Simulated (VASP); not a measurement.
Input of a VASP 6.6.1 run:

File INCAR:

```
SYSTEM = LiTiB4
PREC = Accurate ; ENCUT = 600
EDIFF = 1E-6 ; ISMEAR = -1
SIGMA = 0.05 ; LREAL = .False.
LASPH = .True. ; NELM = 80
ALGO = Fast ; ISIF = 3
LWAVE = .False. ; LCHARG = .False.
GGA = BO ; LUSE_VDW = .True.
AGGAC = 0.0 ; PARAM1 = 0.1833333333
PARAM2 = 0.22 ; IBRION = 2
NSW = 40 ; EDIFFG = -0.01
```

Contents of KPOINTS:

```
regular mesh
0
Gamma
  7 7 3
  0 0 0
```

Contents of POSCAR:

```
LiTiB4
1.0
    3.0209600000      0.0000000000      0.0000000000
   -1.5104800000      2.6162300000      0.0000000000
    0.0000000000      0.0000000000      6.7608500000
Li Ti B
1 1 4
Direct
    0.0000000000      0.0000000000      0.5000000000
    0.0000000000      0.0000000000      0.0000000000
    0.3333300000      0.6666700000      0.7673400000
    0.6666700000      0.3333300000      0.7673400000
    0.3333300000      0.6666700000      0.2326600000
    0.6666700000      0.3333300000      0.2326600000
```

Potentials or basis: VASP PAW PBE potentials, release 64 (Li_sv, Ti_sv, B).

Run with:

```console
$ cat potpaw_PBE.64/Li_sv/POTCAR potpaw_PBE.64/Ti_sv/POTCAR potpaw_PBE.64/B/POTCAR > POTCAR
$ mpirun -np 1 vasp_std > vasp.out
```

Question: What does it give for the relaxed volume?

Answer: 8.86 Å³/atom.

Question: Estimate the relaxed cell.

Answer: a = 3.020 Å, b = 3.020 Å, c = 6.733 Å, α = 90.00°, β = 90.00°, γ = 120.00°.

Question: Estimate the band gap on the k mesh.

Answer: None (metal or under the smearing width).

Forces on the atoms (eV/Å):
```
Li   0.000  0.000  0.000
Ti   0.000  0.000  0.000
B    0.001 -0.001 -0.006
B   -0.001  0.001 -0.006
B    0.001 -0.001  0.006
B   -0.001  0.001  0.006
```

Caveat: the cutoff is under 1.25 times the usual one of these potentials, so pressure, stress and relaxed cells hold a basis-set (Pulay) error; the PAW data sets were made with another functional, which shifts forces and pressure a little.
